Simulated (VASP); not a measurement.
Output of a VASP run:

### OSZICAR
```
...
DAV:   6    -0.192702553758E+01    0.92956E-01   -0.13092E-01   480   0.230E+00    0.234E+00
DAV:   7    -0.191545994142E+01    0.11566E-01   -0.12725E-01   472   0.202E+00    0.839E-01
DAV:   8    -0.191801142580E+01   -0.25515E-02   -0.14328E-02   504   0.919E-01    0.120E-01
DAV:   9    -0.191806305567E+01   -0.51630E-04   -0.67342E-04   492   0.163E-01    0.639E-02
DAV:  10    -0.191819408374E+01   -0.13103E-03   -0.16713E-04   496   0.106E-01    0.342E-02
DAV:  11    -0.191818953406E+01    0.45497E-05   -0.27151E-05   476   0.281E-02    0.671E-03
DAV:  12    -0.191818946198E+01    0.72075E-07   -0.21421E-06   456   0.142E-02
   1 F= -.19181895E+01 E0= -.19181895E+01  d E =-.191819E+01
       N       E                     dE             d eps       ncg     rms          rms(c)
DAV:   1    -0.192426940894E+01   -0.60799E-02   -0.12000E-01   468   0.329E+00    0.487E-01
DAV:   2    -0.191999270794E+01    0.42767E-02   -0.99250E-03   504   0.924E-01    0.187E-01
DAV:   3    -0.191878204373E+01    0.12107E-02   -0.35233E-03   672   0.470E-01    0.162E-01
DAV:   4    -0.191881690753E+01   -0.34864E-04   -0.11027E-04   652   0.711E-02    0.567E-02
DAV:   5    -0.191882187057E+01   -0.49630E-05   -0.12429E-04   724   0.651E-02    0.125E-02
DAV:   6    -0.191882215752E+01   -0.28695E-06   -0.81111E-07   356   0.955E-03
   2 F= -.19188222E+01 E0= -.19188222E+01  d E =-.632696E-03
       N       E                     dE             d eps       ncg     rms          rms(c)
DAV:   1    -0.192076802091E+01   -0.19462E-02   -0.38890E-02   468   0.187E+00    0.279E-01
DAV:   2    -0.191938622111E+01    0.13818E-02   -0.32299E-03   504   0.527E-01    0.107E-01
DAV:   3    -0.191899345524E+01    0.39277E-03   -0.11249E-03   668   0.266E-01    0.928E-02
DAV:   4    -0.191900568585E+01   -0.12231E-04   -0.36217E-05   656   0.392E-02    0.328E-02
DAV:   5    -0.191900848489E+01   -0.27990E-05   -0.40552E-05   720   0.371E-02    0.701E-03
DAV:   6    -0.191900861250E+01   -0.12761E-06   -0.25554E-07   316   0.544E-03
   3 F= -.19190086E+01 E0= -.19190086E+01  d E =-.819151E-03
       N       E                     dE             d eps       ncg     rms          rms(c)
DAV:   1    -0.192606325932E+01   -0.70548E-02   -0.15581E-01   460   0.375E+00    0.554E-01
DAV:   2    -0.192051786490E+01    0.55454E-02   -0.12892E-02   496   0.106E+00    0.214E-01
DAV:   3    -0.191894487667E+01    0.15730E-02   -0.46361E-03   676   0.539E-01    0.185E-01
DAV:   4    -0.191898958745E+01   -0.44711E-04   -0.11006E-04   636   0.809E-02    0.649E-02
DAV:   5    -0.191899423208E+01   -0.46446E-05   -0.16772E-04   712   0.755E-02    0.143E-02
DAV:   6    -0.191899471897E+01   -0.48689E-06   -0.10980E-06   380   0.110E-02
   4 F= -.19189947E+01 E0= -.19189947E+01  d E =-.805257E-03
       N       E                     dE             d eps       ncg     rms          rms(c)
DAV:   1    -0.192148576944E+01   -0.24915E-02   -0.53101E-02   468   0.220E+00    0.337E-01
DAV:   2    -0.191960441378E+01    0.18814E-02   -0.44285E-03   504   0.615E-01    0.127E-01
DAV:   3    -0.191906334251E+01    0.54107E-03   -0.15019E-03   668   0.307E-01    0.110E-01
DAV:   4    -0.191906950204E+01   -0.61595E-05   -0.51284E-05   680   0.418E-02    0.404E-02
DAV:   5    -0.191906673140E+01    0.27706E-05   -0.56882E-05   720   0.435E-02    0.803E-03
DAV:   6    -0.191906644670E+01    0.28470E-06   -0.35667E-07   320   0.638E-03
   5 F= -.19190664E+01 E0= -.19190664E+01  d E =-.876985E-03
```

File OUTCAR:
```
------------------------ aborting loop because EDIFF is reached ----------------------------------------
  FORCE on cell =-STRESS in cart. coord.  units (eV):
  Direction    XX          YY          ZZ          XY          YZ          ZX
  --------------------------------------------------------------------------------------
  Total       -0.0065506     -0.0065506     -0.0065506      0.0000000     -0.0000000      0.0000000
  in kB       -0.1206421     -0.1206421     -0.1206421      0.0000000     -0.0000000      0.0000000
  external PRESSURE =      -0.1206421 kB  Pullay stress =       0.0000000 kB
  volume of cell :       87.00
      direct lattice vectors                 reciprocal lattice vectors
     0.000000000  3.516860697  3.516860697    -0.142172250  0.142172250  0.142172250
     3.516860697 -0.000000000  3.516860697     0.142172250 -0.142172250  0.142172250
     3.516860697  3.516860697 -0.000000000     0.142172250  0.142172250 -0.142172250
  FREE ENERGIE OF THE ION-ELECTRON SYSTEM (eV)
  ---------------------------------------------------
  free  energy   TOTEN  =        -1.9190664467 eV

  energy  without entropy=       -1.9190664467  energy(sigma->0) =       -1.91906645

 reached required accuracy - stopping structural energy minimisation
```
(Selected blocks of OUTCAR.)

File POSCAR:
```
KI
1
    0.0000000000     3.5350000000     3.5350000000
    3.5350000000     0.0000000000     3.5350000000
    3.5350000000     3.5350000000     0.0000000000
K I
1 1
Direct
  0.0000000000   0.0000000000   0.0000000000
  0.5000000000   0.5000000000   0.5000000000
```

Task: Write an INCAR and KPOINTS that could have produced this output.

Result: Several could match; the one computed here: the input of the run itself, rev-vdW-DF2, plane waves, VASP's PBE PAW potentials (set 64).

**KPOINTS**
```
Regular mesh
0
G
 6 6 6
```

INCAR:
```
AGGAC = 0.0
ALGO = Normal
EDIFF = 1E-6
EDIFFG = -0.01
ENCUT = 520
GGA = MK
IBRION = 2
ISIF = 3
ISMEAR = 0
LASPH = .TRUE.
LCHARG = .FALSE.
LMAXMIX = 4
LREAL = .FALSE.
LUSE_VDW = .TRUE.
LWAVE = .FALSE.
NELM = 100
NSW = 60
PARAM1 = 0.1234568
PARAM2 = 0.7114
PREC = Accurate
SIGMA = 0.05
SYSTEM = KI
ZAB_VDW = -1.8867
```

POTCAR, in this order: K_sv I (PBE.64 set). Program: vasp_std.

The compound is KI in the rock salt structure. This run relaxes it. Symmetry was kept, so distortions that lower it aren't found.
